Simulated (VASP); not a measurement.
**NaCu3H4: relaxation of cell and atoms with PBE**

NaCu3H4:

```
CELL_PARAMETERS angstrom
4.57679 0.00000 0.00000
0.00000 4.57679 0.00000
0.00000 0.00000 4.57679
ATOMIC_POSITIONS crystal
Na 0.00000 0.00000 0.00000
Cu 0.00000 0.50000 0.50000
Cu 0.50000 0.50000 0.00000
Cu 0.50000 0.00000 0.50000
H 0.73850 0.73850 0.26150
H 0.73850 0.26150 0.73850
H 0.26150 0.73850 0.73850
H 0.26150 0.26150 0.26150
```

The cell was built by a generator and needn't be a form met in nature.

The cell isn't the ideal one: species swapped into the Zn3CdSe4 type (P-43m, No. 215).

| Quantity | Value |
| --- | --- |
| Program | VASP 6.6.1 |
| Task | relaxation of cell and atoms |
| Functional | PBE |
| Potentials or basis | VASP PAW PBE potentials, release 64 (Na_pv, Cu, H) |
| Cutoff | 600 eV |
| k mesh | 4 × 4 × 4 |
| Occupations | gaussian, width 0.1 eV |
| Spin | no spin polarisation |
| Dipole correction | no |
| Further INCAR settings | ALGO = Normal; EDIFF = 1e-06; IBRION = 2; EDIFFG = -0.04; NSW = 90; ISIF = 3 |

- Relaxed volume: 9.44 Å³/atom
- Relaxed cell: a = 4.227 Å, b = 4.227 Å, c = 4.227 Å, α = 90.00°, β = 90.00°, γ = 90.00°
- Space group after relaxing (to 0.05 Å): P-43m (No. 215)
- Energy gained by relaxing: 152.8 meV/atom
- Ionic steps: 7
- Pressure after relaxing: 0.1 GPa
- Largest force after relaxing: 0.006 eV/Å
- Band gap on the k mesh: 0.30 eV, indirect (least direct gap 1.66 eV)

Forces on the atoms (eV/Å):
```
Na   0.000  0.000  0.000
Cu   0.000  0.000  0.000
Cu   0.000  0.000  0.000
Cu   0.000  0.000  0.000
H   -0.003 -0.003  0.003
H   -0.003  0.003 -0.003
H    0.003 -0.003 -0.003
H    0.003  0.003  0.003
```

The path:
```tsv
step	energy change (eV)	largest force (eV/Å)	pressure (GPa)	volume (Å³)
1	0.0000	0.8577	-10.27	95.87
2	-0.6997	0.7271	-7.14	85.60
3	-1.0870	0.5150	0.09	74.75
4	-1.0916	0.4697	1.96	72.97
5	-1.0925	0.4810	1.55	73.39
6	-1.1505	0.3439	1.16	73.92
7	-1.2222	0.0059	0.14	75.51
```

Final structure:
```cif
data_structure
_symmetry_space_group_name_H-M 'P 1'
_symmetry_Int_Tables_number 1
_cell_length_a 4.2268
_cell_length_b 4.2268
_cell_length_c 4.2268
_cell_angle_alpha 90.000
_cell_angle_beta 90.000
_cell_angle_gamma 90.000
_cell_volume 75.51
loop_
_atom_site_label
_atom_site_type_symbol
_atom_site_fract_x
_atom_site_fract_y
_atom_site_fract_z
_atom_site_occupancy
Na1 Na 0.00000 0.00000 0.00000 1
Cu1 Cu 0.00000 0.50000 0.50000 1
Cu2 Cu 0.50000 0.50000 0.00000 1
Cu3 Cu 0.50000 0.00000 0.50000 1
H1 H 0.70825 0.70825 0.29174 1
H2 H 0.70825 0.29174 0.70825 1
H3 H 0.29174 0.70825 0.70825 1
H4 H 0.29174 0.29174 0.29174 1
```

Levels at points of the mesh, in eV from the valence-band top:
| k point | band 19 | band 20 | band 21 | band 22 | band 23 | band 24 | band 25 | band 26 |
| --- | --- | --- | --- | --- | --- | --- | --- | --- |
| (0.00, 0.00, 0.00) | -1.78 | -1.45 | -1.45 | -1.45 | 2.76 | 2.76 | 5.55 | 8.51 |
| (0.50, 0.00, 0.00) | -1.95 | -1.78 | 0.00 | 0.00 | 3.83 | 4.50 | 4.50 | 4.72 |
| (0.50, 0.50, 0.00) | -2.12 | -1.30 | -1.30 | -1.19 | 3.19 | 3.52 | 3.52 | 5.50 |
| (0.50, 0.50, 0.50) | -1.82 | -1.36 | -1.36 | -1.36 | 0.30 | 0.30 | 0.30 | 4.25 |

Run time: 110 s on 1 thread of Intel(R) Xeon(R) 6975P-C (Granite Rapids) (shared host), peak memory 0.26 GiB.

Caveat: the volume moved by over 15 % at a fixed basis, so the end points are rough. A k mesh can miss the band edges.
